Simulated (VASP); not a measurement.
A convergence study with VASP on Rh (fcc): one setting is varied, all else stays as given below, so the limit is that of these other settings.

```
CELL_PARAMETERS angstrom
      0.00000     1.90000     1.90000
      1.90000     0.00000     1.90000
      1.90000     1.90000     0.00000
ATOMIC_POSITIONS crystal
  Rh 0.00000 0.00000 0.00000
```

Method: PBEsol GGA, VASP's PBE PAW potentials (set 64) (plane waves; VASP 6.6.1). The tightest run used: 550 eV cut-off, 22×22×22 Monkhorst-Pack mesh, first-order Methfessel-Paxton smearing of 0.10 eV, potentials Rh_pv.

| setting | E (eV/atom) | pressure (GPa) | irreducible k-points |
|---|---|---|---|
| 1×1×1 mesh | -13.0414 | 32.64 | 1 |
| 2×2×2 mesh | -8.7416 | -14.30 | 2 |
| 3×3×3 mesh | -6.7053 | 19.21 | 4 |
| 4×4×4 mesh | -8.1047 | -4.19 | 10 |
| 5×5×5 mesh | -7.9814 | -2.12 | 10 |
| 6×6×6 mesh | -8.1337 | -4.98 | 28 |
| 7×7×7 mesh | -8.1978 | -6.25 | 20 |
| 8×8×8 mesh | -8.1322 | -4.59 | 60 |
| 9×9×9 mesh | -8.1287 | -4.71 | 35 |
| 10×10×10 mesh | -8.1367 | -4.76 | 110 |
| 11×11×11 mesh | -8.1222 | -4.32 | 56 |

Task: These are the cheaper rows. Estimate the results at 22×22×22 mesh, and how far the last row shown lies from them.

Result: 
| quantity | tightest run | last row shown is off by |
|---|---|---|
| E (eV/atom) | -8.1347 | 0.0125 |
| pressure (GPa) | -4.75 | 0.43 |

Left out are rungs that failed or repeat a setting and relaxations that didn't move; long series are thinned to 24 rows.

The compound is Rh in the fcc structure. The cell was not relaxed at this level.
